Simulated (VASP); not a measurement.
```xyz
4
Lattice="5.6600 0.0000 0.0000 0.0000 5.6600 0.0000 0.0000 0.0000 5.6600" Properties=species:S:1:pos:R:3 pbc="T T T"
La     0.0000     2.8300     2.8300
La     2.8300     0.0000     2.8300
La     2.8300     2.8300     0.0000
Ga     0.0000     0.0000     0.0000
```

Calculation: PBEsol GGA, VASP's PBE PAW potentials (set 64) (plane waves; VASP). Settings: 300 eV cut-off, 4×4×4 Γ-centred mesh, Fermi-Dirac smearing of 0.10 eV, potentials La Ga_d.

At this cut-off the stress carries a Pulay error, which pulls relaxed volumes low.

Q: Give the stress tensor in GPa (positive for a compressed cell).

A: 
```
-8.32   0.00   0.00
 0.00  -8.32   0.00
 0.00   0.00  -8.32
```
The pressure is its mean diagonal, -8.32 GPa.

The structure comes from a measured La3Ga entry of the Crystallography Open Database, whose conditions weren't checked. The cell was not relaxed at this level.
